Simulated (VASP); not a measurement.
Output of a VASP run:

**OSZICAR**
```
       N       E                     dE             d eps       ncg     rms          rms(c)
DAV:   1     0.130048838813E+03    0.13005E+03   -0.93330E+03   750   0.121E+03
DAV:   2    -0.664834623354E+01   -0.13670E+03   -0.13342E+03   961   0.226E+02
DAV:   3    -0.139735608185E+02   -0.73252E+01   -0.72837E+01   967   0.576E+01
DAV:   4    -0.140694889735E+02   -0.95928E-01   -0.95899E-01   933   0.701E+00
DAV:   5    -0.140712400085E+02   -0.17510E-02   -0.17510E-02   995   0.899E-01    0.117E+01
DAV:   6    -0.134820917520E+02    0.58915E+00   -0.49571E+00   750   0.224E+01    0.690E+00
DAV:   7    -0.132961523023E+02    0.18594E+00   -0.97842E-01   764   0.106E+01    0.340E+00
DAV:   8    -0.132810038002E+02    0.15149E-01   -0.73310E-02   988   0.199E+00    0.762E-01
DAV:   9    -0.132769726655E+02    0.40311E-02   -0.14874E-02   925   0.131E+00    0.197E-01
DAV:  10    -0.132772649678E+02   -0.29230E-03   -0.28905E-03   988   0.379E-01    0.739E-02
DAV:  11    -0.132772662799E+02   -0.13121E-05   -0.98224E-05   848   0.105E-01    0.305E-02
DAV:  12    -0.132772524094E+02    0.13870E-04   -0.90146E-05   911   0.752E-02    0.643E-03
DAV:  13    -0.132772530557E+02   -0.64620E-06   -0.39913E-06   960   0.155E-02    0.281E-03
DAV:  14    -0.132772528085E+02    0.24719E-06   -0.49387E-07   854   0.584E-03    0.166E-03
DAV:  15    -0.132772528037E+02    0.47137E-08   -0.50589E-07   832   0.631E-03
   1 F= -.13277253E+02 E0= -.13277253E+02  d E =0.000000E+00
```

### OUTCAR
```
------------------------ aborting loop because EDIFF is reached ----------------------------------------
  FORCE on cell =-STRESS in cart. coord.  units (eV):
  Direction    XX          YY          ZZ          XY          YZ          ZX
  --------------------------------------------------------------------------------------
  Total       -0.0680207     -0.0680207      0.0264615      0.0000000      0.0000000     -0.0000000
  in kB       -1.0838723     -1.0838725      0.4216498      0.0000000      0.0000000     -0.0000000
  external PRESSURE =      -0.5820317 kB  Pullay stress =       0.0000000 kB
  volume of cell :      100.55
      direct lattice vectors                 reciprocal lattice vectors
     1.887029722 -3.268431605  0.000000000     0.264966680 -0.152978572  0.000000000
     1.887029722  3.268431605  0.000000000     0.264966680  0.152978572  0.000000000
     0.000000000  0.000000000  8.151276410     0.000000000  0.000000000  0.122680173
 POSITION                                       TOTAL-FORCE (eV/Angst)
 -----------------------------------------------------------------------------------
      0.00000      0.00000      0.00000         0.000000      0.000000      0.000000
      1.88703      1.08948      1.30550        -0.000000     -0.000000      0.006984
      1.88703     -1.08948      6.84577         0.000000      0.000000     -0.006984
 -----------------------------------------------------------------------------------
    total drift:                                0.000000     -0.000000      0.000000
  FREE ENERGIE OF THE ION-ELECTRON SYSTEM (eV)
  ---------------------------------------------------
  free  energy   TOTEN  =       -13.2772528037 eV

  energy  without entropy=      -13.2772528037  energy(sigma->0) =      -13.27725280

 total charge

# of ion       s       p       d       tot
------------------------------------------
    1        0.664   0.667   7.974   9.305
    2        1.476   2.239   0.053   3.768
    3        1.476   2.239   0.053   3.768
--------------------------------------------------
tot          3.616   5.145   8.080  16.840

 Electric field gradients after diagonalization (V/A^2)
 (convention: |V_zz| > |V_xx| > |V_yy|)
----------------------------------------------------------------------
 ion       V_xx      V_yy      V_zz     asymmetry (V_yy - V_xx)/ V_zz
----------------------------------------------------------------------
   1     -54.002   -54.001   108.002       0.000
   2      48.174    48.173   -96.347       0.000
   3      48.174    48.173   -96.347       0.000
```
(Selected blocks of OUTCAR.)

File POSCAR:
```
PtSe2
1
    1.8870297224    -3.2684316050     0.0000000000
    1.8870297224     3.2684316050     0.0000000000
    0.0000000000     0.0000000000     8.1512764103
Pt Se
1 2
Direct
  0.0000000000   0.0000000000   0.0000000000
  0.3333330000   0.6666670000   0.1601593866
  0.6666670000   0.3333330000   0.8398406134
```

Q: Reconstruct the remaining input files.

A: This is not unique; one that fits is the input of the run itself, revPBE GGA, plane waves, VASP's PBE PAW potentials (set 64).

**KPOINTS**
```
Automatic mesh
0
gamma
 8 8 3
```

### INCAR
```
SYSTEM = PtSe2
PREC = Accurate; ENCUT = 520; LREAL = F
LASPH = T
EDIFF = 1E-7; NELM = 100; ALGO = Normal
LMAXMIX = 6
ISMEAR = -5
GGA = RE
ISIF = 2
LWAVE = F; LCHARG = T; LORBIT = 11
NEDOS = 601
LEFG = T
```

POTCAR, in this order: Pt Se (PBE.64 set). Program: vasp_std.

Without a dispersion term in the relaxation, distances and binding between the weakly bound layers, chains or molecules are unreliable, and so is what depends on them.

The compound is PtSe2 in the 1T layered structure. It was relaxed first, which changed the volume by +64 %.
